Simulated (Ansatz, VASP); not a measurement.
## H15W3C3S4N3 (H15W3C3S4N3 (P-1)): VASP beside Ansatz

One calculation is typed for both programs; each brings its own data sets. How far apart do they land? The structure shown is the start of the Ansatz relaxation below; VASP solves that cell, so the two are compared at the walk's first step.

Method: plane waves, with VASP 6.6.1 beside it; single point at PBE with D4, in Ansatz 0.2.0.

**1. Set-up**

The cell holds 56 atoms: 30 H, 6 W, 6 C, 8 S and 6 N. Cell: a = 9.085 Å, b = 9.160 Å, c = 9.566 Å, α = 103.7°, β = 116.6°, γ = 106.3°. It derives from H15W3C3S4N3 (P-1), repeated 1×1×1. As first built, before any earlier steps moved the atoms (in the runner's words): H15W3C3S4N3, space group P-1, measured structure (Crystallography Open Database), 1 x 1 x 1 conventional cells; positions as measured.

Coordinates:

```
H W C S N
1.0
     9.08470    0.00000    0.00000
    -2.56559    8.79358    0.00000
    -4.28655   -3.61609    7.74969
H W C S N
30 6 6 8 6
Direct
  0.00900 0.50260 0.35000
  0.99101 0.49740 0.65000
  0.84600 0.45400 0.31501
  0.15399 0.54600 0.68500
  0.67100 0.98100 0.97499
  0.32900 0.01900 0.02499
  0.82000 0.02200 0.98910
  0.18000 0.97800 0.01090
  0.48770 0.85100 0.50300
  0.51230 0.14899 0.49700
  0.41600 0.83400 0.33899
  0.58400 0.16600 0.66099
  0.82490 0.30859 0.08140
  0.17511 0.69140 0.91860
  0.92960 0.48520 0.08800
  0.07040 0.51480 0.91200
  0.72430 0.42590 0.04320
  0.27570 0.57410 0.95680
  0.62520 0.79160 0.74910
  0.37480 0.20840 0.25090
  0.58919 0.70789 0.86680
  0.41080 0.29210 0.13321
  0.78330 0.76180 0.88631
  0.21670 0.23820 0.11369
  0.25860 0.59431 0.33170
  0.74139 0.40570 0.66830
  0.44920 0.58510 0.43289
  0.55080 0.41490 0.56709
  0.36290 0.56450 0.23820
  0.63711 0.43550 0.76180
  0.97011 0.77966 0.41202
  0.02989 0.22034 0.58798
  0.89131 0.98906 0.27547
  0.10870 0.01094 0.72453
  0.76642 0.91450 0.46528
  0.23358 0.08550 0.53472
  0.84240 0.42490 0.11180
  0.15761 0.57510 0.88820
  0.68140 0.79090 0.86340
  0.31860 0.20910 0.13660
  0.37920 0.62180 0.34830
  0.62080 0.37820 0.65170
  0.71080 0.11750 0.34130
  0.28920 0.88250 0.65870
  0.65910 0.71050 0.18370
  0.34090 0.28950 0.81630
  0.09300 0.86900 0.24560
  0.90701 0.13100 0.75440
  0.86080 0.72790 0.59589
  0.13920 0.27210 0.40409
  0.91580 0.50771 0.29760
  0.08420 0.49230 0.70240
  0.75140 0.95880 0.99570
  0.24859 0.04119 0.00430
  0.48020 0.80500 0.41169
  0.51980 0.19500 0.58829
```

**2. Ansatz: relaxation, PBE with D4**

Ansatz runs on its default PAW (the set named soft_2) files.

The two programs are compared at the cell with which this relaxation starts, whose forces are those of its first step.

The input, input.yaml:

```yaml
crystal:
  lattice:
    - [9.0847, 0.0, 0.0]
    - [-2.56559, 8.79358, 0.0]
    - [-4.28655, -3.61609, 7.74969]
  atoms:
    - { symbol: H, position: [0.009, 0.5026, 0.35] }
    - { symbol: H, position: [0.991, 0.4974, 0.65] }
    - { symbol: H, position: [0.846, 0.454, 0.315] }
    - { symbol: H, position: [0.154, 0.546, 0.685] }
    - { symbol: H, position: [0.671, 0.981, 0.975] }
    - { symbol: H, position: [0.329, 0.019, 0.025] }
    - { symbol: H, position: [0.82, 0.022, 0.9891] }
    - { symbol: H, position: [0.18, 0.978, 0.0109] }
    - { symbol: H, position: [0.4877, 0.851, 0.503] }
    - { symbol: H, position: [0.5123, 0.149, 0.497] }
    - { symbol: H, position: [0.416, 0.834, 0.339] }
    - { symbol: H, position: [0.584, 0.166, 0.661] }
    - { symbol: H, position: [0.8249, 0.3086, 0.0814] }
    - { symbol: H, position: [0.1751, 0.6914, 0.9186] }
    - { symbol: H, position: [0.9296, 0.4852, 0.088] }
    - { symbol: H, position: [0.0704, 0.5148, 0.912] }
    - { symbol: H, position: [0.7243, 0.4259, 0.0432] }
    - { symbol: H, position: [0.2757, 0.5741, 0.9568] }
    - { symbol: H, position: [0.6252, 0.7916, 0.7491] }
    - { symbol: H, position: [0.3748, 0.2084, 0.2509] }
    - { symbol: H, position: [0.5892, 0.7079, 0.8668] }
    - { symbol: H, position: [0.4108, 0.2921, 0.1332] }
    - { symbol: H, position: [0.7833, 0.7618, 0.8863] }
    - { symbol: H, position: [0.2167, 0.2382, 0.1137] }
    - { symbol: H, position: [0.2586, 0.5943, 0.3317] }
    - { symbol: H, position: [0.7414, 0.4057, 0.6683] }
    - { symbol: H, position: [0.4492, 0.5851, 0.4329] }
    - { symbol: H, position: [0.5508, 0.4149, 0.5671] }
    - { symbol: H, position: [0.3629, 0.5645, 0.2382] }
    - { symbol: H, position: [0.6371, 0.4355, 0.7618] }
    - { symbol: W, position: [0.97011, 0.77966, 0.41202] }
    - { symbol: W, position: [0.02989, 0.22034, 0.58798] }
    - { symbol: W, position: [0.8913, 0.98906, 0.27547] }
    - { symbol: W, position: [0.1087, 0.01094, 0.72453] }
    - { symbol: W, position: [0.76642, 0.9145, 0.46528] }
    - { symbol: W, position: [0.23358, 0.0855, 0.53472] }
    - { symbol: C, position: [0.8424, 0.4249, 0.1118] }
    - { symbol: C, position: [0.1576, 0.5751, 0.8882] }
    - { symbol: C, position: [0.6814, 0.7909, 0.8634] }
    - { symbol: C, position: [0.3186, 0.2091, 0.1366] }
    - { symbol: C, position: [0.3792, 0.6218, 0.3483] }
    - { symbol: C, position: [0.6208, 0.3782, 0.6517] }
    - { symbol: S, position: [0.7108, 0.1175, 0.3413] }
    - { symbol: S, position: [0.2892, 0.8825, 0.6587] }
    - { symbol: S, position: [0.6591, 0.7105, 0.1837] }
    - { symbol: S, position: [0.3409, 0.2895, 0.8163] }
    - { symbol: S, position: [0.093, 0.869, 0.2456] }
    - { symbol: S, position: [0.907, 0.131, 0.7544] }
    - { symbol: S, position: [0.8608, 0.7279, 0.5959] }
    - { symbol: S, position: [0.1392, 0.2721, 0.4041] }
    - { symbol: "N", position: [0.9158, 0.5077, 0.2976] }
    - { symbol: "N", position: [0.0842, 0.4923, 0.7024] }
    - { symbol: "N", position: [0.7514, 0.9588, 0.9957] }
    - { symbol: "N", position: [0.2486, 0.0412, 0.0043] }
    - { symbol: "N", position: [0.4802, 0.805, 0.4117] }
    - { symbol: "N", position: [0.5198, 0.195, 0.5883] }
kpoints:
  mp_grid: { grid: [2, 2, 2] }
hamiltonian:
  xc: pbe
  dispersion: d4
scf:
  occupations: { method: gaussian, width: 0.05 }
output:
  forces: true
relax:
  f_tol: 0.05
  max_steps: 136
  cell: {}
```

The run is started by

```sh
$ ansatz run input.yaml --threads 4 --pin off --max-ram 8192MiB --backend cpu --events-out ev --progress --plain --runs-dir out
```

Numbers of over 12 decimals in the logs are rounded to 6 here.

Output:

```text
Engine: ansatz 0.2.0, aarch64-unknown-linux-gnu
Pseudopotentials: kind: paw
Pseudopotential: H, paw, valence charge 1, recommended cutoff 420 eV (normal), H.paw.azcp
Pseudopotential: W, paw, valence charge 14, recommended cutoff 420 eV (normal), W.paw.azcp
Pseudopotential: C, paw, valence charge 4, recommended cutoff 420 eV (normal), C.paw.azcp
Pseudopotential: S, paw, valence charge 6, recommended cutoff 420 eV (normal), S.paw.azcp
Pseudopotential: N, paw, valence charge 5, recommended cutoff 420 eV (normal), N.paw.azcp
Functional definition: PBE
  parameter kappa = 0.804
  parameter beta = 0.066725
  exchange = pbe_x(kappa = kappa, mu = beta*pi^2/3)
  correlation = pbe_c(beta = beta)
Crystal: 56 atoms, lattice volume = 619.100 Å³
Basis set: ecut = 420 eV, 12113 PW (Γ), exchange–correlation on 128×128×128 points (8 copies of the dense FFT grid, shifted against one another)
Bands: 164, of which v1, the nominal top of the filled ones, is band 108 counted from 1 (107 counted from 0)
Symmetry: 2 space group operations
Space group: P-1 (ITA 2), of the structure as read, at distance tolerance 8.5e-5 Å
k-points: 8
Non-local potential: H, projectors of the file, l = 0: 2, l = 1: 1
Non-local potential: W, projectors of the file, l = 0: 3, l = 1: 2, l = 2: 2, l = 3: 1
Non-local potential: C, projectors of the file, l = 0: 2, l = 1: 2, l = 2: 1
Non-local potential: S, projectors of the file, l = 0: 2, l = 1: 2, l = 2: 2
Non-local potential: N, projectors of the file, l = 0: 2, l = 1: 2, l = 2: 1
PAW form: soft (Blöchl's): semilocal exchange-correlation on the pseudo side does not see the compensation charge
PAW one-centre angular grid: H, 110 points (default); XC on 64 Gauss nodes
PAW one-centre angular grid: W, 590 points (default); XC on 64 Gauss nodes
PAW one-centre angular grid: C, 110 points (default); XC on 64 Gauss nodes
PAW one-centre angular grid: S, 110 points (default); XC on 64 Gauss nodes
PAW one-centre angular grid: N, 110 points (default); XC on 64 Gauss nodes
Initial density: superposition of atomic densities (neutral atoms: chi_scale 0, normalization atom), corrected by the library's trained network
Initial wavefunctions: pseudopotential atomic-orbital guess
Functional: x = pbe(κ = 0.804, μ = 0.219515), c = pbe(β = 0.066725)
SCF iter   1: F=—  HF=-73808.463171 eV  |F-HF|=—  |Δ(HF+E_count)|=         —  Δρ=1.10e-2  dr2=1.30e0  ethr=1.77e-3  ⟨swp⟩=6.0  Hψ=5802  notcnv=0  defer=132
preconditioner: auto → Resta (q_TF=auto, 2.289 Å⁻¹)  ε∞=3.4  [insulator: Δε(μ)=0.693 eV  Ē_g=12.057 eV  σ=0.050 eV  W_gap=1.00  n_scr=128 (ndim 8)  ℏωp=18.6 eV  f_vac=0.129  D(μ)=0.00/eV (n_scr^D=0)  ε∞_Penn≈3.4]
SCF iter   2: F=—  HF=-73808.161960 eV  |F-HF|=—  |Δ(HF+E_count)|=   3.01e-1  Δρ=5.34e-3  dr2=1.48e-1  ethr=6.03e-4  ⟨swp⟩=2.4  Hψ=1690  notcnv=0  defer=401
SCF iter   3: F=—  HF=-73808.135582 eV  |F-HF|=—  |Δ(HF+E_count)|=   2.64e-2  Δρ=2.54e-3  dr2=3.71e-2  ethr=6.87e-5  ⟨swp⟩=2.1  Hψ=1279  notcnv=0  defer=401
SCF iter   4: F=—  HF=-73808.135967 eV  |F-HF|=—  |Δ(HF+E_count)|=   3.85e-4  Δρ=8.01e-4  dr2=8.71e-3  ethr=1.72e-5  ⟨swp⟩=2.9  Hψ=1736  notcnv=0  defer=401
SCF iter   5: F=—  HF=-73808.136269 eV  |F-HF|=—  |Δ(HF+E_count)|=   3.02e-4  Δρ=5.20e-4  dr2=4.23e-3  ethr=4.03e-6  ⟨swp⟩=2.0  Hψ=1249  notcnv=0  defer=401
SCF iter   6: F=—  HF=-73808.136095 eV  |F-HF|=—  |Δ(HF+E_count)|=   1.74e-4  Δρ=1.76e-4  dr2=3.15e-4  ethr=1.96e-6  ⟨swp⟩=2.0  Hψ=1204  notcnv=0  defer=401
SCF iter   7: F=—  HF=-73808.136207 eV  |F-HF|=—  |Δ(HF+E_count)|=   1.12e-4  Δρ=5.18e-5  dr2=3.27e-5  ethr=1.46e-7  ⟨swp⟩=2.0  Hψ=1395  notcnv=0  defer=401
SCF iter   8: F=—  HF=-73808.136907 eV  |F-HF|=—  |Δ(HF+E_count)|=   7.00e-4  Δρ=1.40e-5  dr2=2.96e-6  ethr=1.51e-8  ⟨swp⟩=2.0  Hψ=1826  notcnv=0  defer=401
SCF iter   9: F=—  HF=-73808.136911 eV  |F-HF|=—  |Δ(HF+E_count)|=   3.60e-6  Δρ=1.66e-5  dr2=4.95e-6  ethr=1.37e-9  ⟨swp⟩=2.0  Hψ=1532  notcnv=0  defer=401
SCF iter  10: F=—  HF=-73808.136911 eV  |F-HF|=—  |Δ(HF+E_count)|=   4.41e-7  Δρ=3.42e-6  dr2=1.53e-7  ethr=1.37e-9  ⟨swp⟩=2.0  Hψ=1231  notcnv=0  defer=401
SCF iter  11: F=-73808.136911 eV  HF=-73808.136911 eV  |F-HF|=3.90e-9  |Δ(HF+E_count)|=   5.35e-8  Δρ=1.25e-6  dr2=1.69e-8  ethr=4.63e-11  ⟨swp⟩=4.9  Hψ=3611  notcnv=0
SCF 1 converged in 11 iterations: F = -73808.136911 eV  dr2 = 1.69e-8
  greatest PAW one-centre occupation: 0.999 electrons in one spin orbital (limit 2), on the W atom at site 33 (counted from 0), in its partial waves of l = 0
relax step   1: F+E_penalty+E_count = -73808.13691070 eV  Δ(F+E_penalty+E_count) = +0.000e0 eV  max|allowed force component| = 2.800e1 eV/Å  Δτ_max = 0.0000 Å  P = +25.281 GPa  Ω = 619.100 Å³  (11 SCF iters, dr2 threshold 1.00e-7 eV, accepted)
Crystal: 56 atoms, lattice volume = 636.232 Å³
[...]
E_band       = -2192.589096
  E_kinetic    = 5334.442602
  E_local      = -20612.827730  (includes V_loc(G=0)·N_el)
  E_nonlocal   = 721.617255
  E_hartree    = 8317.896533
  E_xc         = -3299.532780
  E_vxc        = -3297.941633  (∫ρ·V_xc dr)
  E_paw        = -57560.059572  (= ΣΔE_a)
  E_vpaw       = -973.633611  (= ΣTr[D̂ρ^β])
  E_aug_tail   = -0.040711  (compensation charges beyond the density's cutoff)
  E_ewald      = -6729.467208
  E_disp       = -6.948372  (pairwise vdW)
  E_smearing   = -0.000000  (= −TS)
  E_closure    = 0.000000  (closes the sum)
  Σ components = -73834.919984   (vs F -73834.919984, Δ=0.00e0)
--- Forces (eV/Å), atoms counted from 1 ---
  atom   1  H     -0.00046726     0.00301493     0.00644097
  atom   2  H      0.00046726    -0.00301493    -0.00644097
  atom   3  H      0.00365837     0.00517592    -0.00600805
  atom   4  H     -0.00365837    -0.00517592     0.00600805
  atom   5  H      0.00149983    -0.00427410    -0.00144485
  atom   6  H     -0.00149983     0.00427410     0.00144485
  atom   7  H      0.00081001     0.00044334    -0.00065409
  atom   8  H     -0.00081001    -0.00044334     0.00065409
  atom   9  H      0.00087802    -0.00208886     0.00160443
  atom  10  H     -0.00087802     0.00208886    -0.00160443
  atom  11  H      0.00534697    -0.00141182     0.00175105
  atom  12  H     -0.00534697     0.00141182    -0.00175105
  atom  13  H     -0.00475491     0.02582754    -0.00058410
  atom  14  H      0.00475491    -0.02582754     0.00058410
  atom  15  H     -0.02256597    -0.02415689     0.00333910
  atom  16  H      0.02256597     0.02415689    -0.00333910
  atom  17  H      0.03170433    -0.00908251     0.01740916
  atom  18  H     -0.03170433     0.00908251    -0.01740916
  atom  19  H      0.00070464    -0.00865993    -0.00059433
  atom  20  H     -0.00070464     0.00865993     0.00059433
  atom  21  H      0.00334252     0.00712875    -0.00543267
  atom  22  H     -0.00334252    -0.00712875     0.00543267
  atom  23  H     -0.00566191     0.00552347     0.00174041
  atom  24  H      0.00566191    -0.00552347    -0.00174041
[...]
atom  49  S      0.00010500     0.00017234     0.00004591
  atom  50  S     -0.00010500    -0.00017234    -0.00004591
  atom  51  N      0.00106297    -0.00340823     0.00498695
  atom  52  N     -0.00106297     0.00340823    -0.00498695
  atom  53  N      0.00593962     0.00041482     0.00720403
  atom  54  N     -0.00593962    -0.00041482    -0.00720403
  atom  55  N     -0.00495929     0.00425282    -0.00726193
  atom  56  N      0.00495929    -0.00425282     0.00726193
  max |Σ_I F_I| component: 0.00e0 eV/Å
--- Stress (GPa, compression-positive) ---
       -0.033583       0.010036      -0.002657
        0.010036      -0.035736       0.009041
       -0.002656       0.009041      -0.008690
  P = ⅓ Tr σ = -0.0260 GPa (-0.260 kbar)
--- Relaxed structure (10 steps of the walk, 10 accepted, 2 SCFs on fresh bases) ---
  F+E_penalty+E_count = -73834.91998372 eV   max|allowed force component| = 3.170e-2 eV/Å   (the final SCF, on the basis selected at the relaxed cell)
  cell:  # Å, volume = 610.1999 Å³
    - [9.026785, 0.012178, 0.00202551]
    - [-2.537447, 8.755305, 0.037947]
    - [-4.262342, -3.573565, 7.701234]
  atoms:
    - { symbol: H, position: [0.025023, 0.482390, 0.366094] }
    - { symbol: H, position: [0.974977, 0.517610, 0.633906] }
    - { symbol: H, position: [0.816095, 0.433883, 0.315878] }
    - { symbol: H, position: [0.183905, 0.566117, 0.684122] }
    - { symbol: H, position: [0.637844, 0.984557, 0.957367] }
    - { symbol: H, position: [0.362156, 0.015443, 0.042633] }
    - { symbol: H, position: [0.836689, 0.046981, 0.977616] }
    - { symbol: H, position: [0.163311, 0.953019, 0.022384] }
    - { symbol: H, position: [0.471977, 0.857792, 0.518239] }
    - { symbol: H, position: [0.528023, 0.142208, 0.481761] }
    - { symbol: H, position: [0.393182, 0.841136, 0.322864] }
    - { symbol: H, position: [0.606818, 0.158864, 0.677136] }
    - { symbol: H, position: [0.833197, 0.297710, 0.074776] }
    - { symbol: H, position: [0.166803, 0.702290, 0.925224] }
    - { symbol: H, position: [0.937870, 0.502570, 0.087978] }
    - { symbol: H, position: [0.062130, 0.497430, 0.912022] }
    - { symbol: H, position: [0.707011, 0.420746, 0.035049] }
    - { symbol: H, position: [0.292989, 0.579254, 0.964951] }
    - { symbol: H, position: [0.633008, 0.790504, 0.731192] }
    - { symbol: H, position: [0.366992, 0.209496, 0.268808] }
    - { symbol: H, position: [0.579961, 0.698482, 0.860196] }
    - { symbol: H, position: [0.420039, 0.301518, 0.139804] }
    - { symbol: H, position: [0.803361, 0.760484, 0.896298] }
    - { symbol: H, position: [0.196639, 0.239516, 0.103702] }
    - { symbol: H, position: [0.236558, 0.581866, 0.312981] }
    - { symbol: H, position: [0.763442, 0.418134, 0.687019] }
    - { symbol: H, position: [0.452404, 0.582151, 0.445284] }
    - { symbol: H, position: [0.547596, 0.417849, 0.554716] }
    - { symbol: H, position: [0.377596, 0.562120, 0.231259] }
    - { symbol: H, position: [0.622404, 0.437880, 0.768741] }
    - { symbol: W, position: [0.970440, 0.778767, 0.412410] }
    - { symbol: W, position: [0.029560, 0.221233, 0.587590] }
    - { symbol: W, position: [0.890740, 0.989782, 0.273708] }
    - { symbol: W, position: [0.109260, 0.010218, 0.726292] }
    - { symbol: W, position: [0.765384, 0.915120, 0.465618] }
    - { symbol: W, position: [0.234616, 0.084880, 0.534382] }
    - { symbol: C, position: [0.843318, 0.425311, 0.112529] }
    - { symbol: C, position: [0.156682, 0.574689, 0.887471] }
    - { symbol: C, position: [0.686878, 0.792179, 0.860701] }
    - { symbol: C, position: [0.313122, 0.207821, 0.139299] }
    - { symbol: C, position: [0.378497, 0.621891, 0.345922] }
    - { symbol: C, position: [0.621503, 0.378109, 0.654078] }
    - { symbol: S, position: [0.707983, 0.119737, 0.338846] }
    - { symbol: S, position: [0.292017, 0.880263, 0.661154] }
    - { symbol: S, position: [0.656676, 0.709801, 0.181352] }
    - { symbol: S, position: [0.343324, 0.290199, 0.818648] }
    - { symbol: S, position: [0.094142, 0.867795, 0.243087] }
    - { symbol: S, position: [0.905858, 0.132205, 0.756913] }
    - { symbol: S, position: [0.860537, 0.726506, 0.598460] }
    - { symbol: S, position: [0.139463, 0.273494, 0.401540] }
    - { symbol: N, position: [0.912180, 0.502952, 0.298262] }
    - { symbol: N, position: [0.087820, 0.497048, 0.701738] }
    - { symbol: N, position: [0.750281, 0.959563, 0.991407] }
    - { symbol: N, position: [0.249719, 0.040437, 0.00859315] }
    - { symbol: N, position: [0.475172, 0.806213, 0.411678] }
    - { symbol: N, position: [0.524828, 0.193787, 0.588322] }
```

Reading the cycles: dr2 is the Hartree energy of the density residual (eV), the measure of convergence; HF is the Harris–Foulkes estimate of the energy, which meets the free energy F at convergence.

[end of part 1 of 2]

[Lines on the potential files, build, host, timing and source positions are cut from VASP's logs without a mark.]

[Logs are printed without paths, hosts, clocks, repeated set-up lines and the standing remarks that a program may print on its own settings, such as how far it seeks lower states.]

[Hosts, paths, dates, database ids (printed as entryN), source tags and the programs' standing remarks are cut or masked in the printed files.]
